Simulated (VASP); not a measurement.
Level of theory: PBE GGA, VASP's PBE PAW potentials (set 64) (plane waves; VASP 6.6.1).

The input files of a VASP run:

### KPOINTS
```
kpoints
0
G
4 4 4
```

File POSCAR:
```
KCl
1
    0.0000000000     3.1450000000     3.1450000000
    3.1450000000     0.0000000000     3.1450000000
    3.1450000000     3.1450000000     0.0000000000
K Cl
1 1
Direct
  0.0000000000   0.0000000000   0.0000000000
  0.5000000000   0.5000000000   0.5000000000
```

INCAR:
```
ALGO = Normal
EDIFF = 1E-8
ENCUT = 500
GGA = PE
ISMEAR = 0
LASPH = .True.
LCHARG = .False.
LREAL = .False.
LWAVE = .True.
NELM = 100
PREC = Normal
SIGMA = 0.01
SYSTEM = KCl
```

POTCAR, in this order: K_sv_GW Cl_GW (PBE.64 set). Program: vasp_std.

Task: What does the run give for the energy per atom (σ→0), band gap (on the k-mesh)?

Result: 
```yaml
energy per atom (σ→0): -4.637 eV/atom
band gap (on the k-mesh): 5.19 eV
```

**OSZICAR**
```
...
DAV:  11    -0.927396006473E+01   -0.12441E-06   -0.70860E-05   288   0.824E-02    0.262E-02
DAV:  12    -0.927396221185E+01   -0.21471E-05   -0.10923E-05   252   0.335E-02    0.171E-03
DAV:  13    -0.927396211138E+01    0.10047E-06   -0.89133E-07   288   0.116E-02    0.824E-04
DAV:  14    -0.927396205502E+01    0.56359E-07   -0.19705E-07   228   0.416E-03    0.266E-04
DAV:  15    -0.927396208629E+01   -0.31270E-07   -0.13989E-08   196   0.153E-03    0.149E-04
DAV:  16    -0.927396210431E+01   -0.18020E-07   -0.41873E-09   176   0.108E-03    0.539E-05
DAV:  17    -0.927396210422E+01    0.89585E-10   -0.17994E-09   172   0.750E-04
   1 F= -.92739621E+01 E0= -.92739621E+01  d E =-.165350E-69
```

The compound is KCl in the rock salt structure. The cell was not relaxed at this level. The k-mesh is coarse (spacing up to 0.43 per Å, 2π included), so the numbers may not be converged in it.
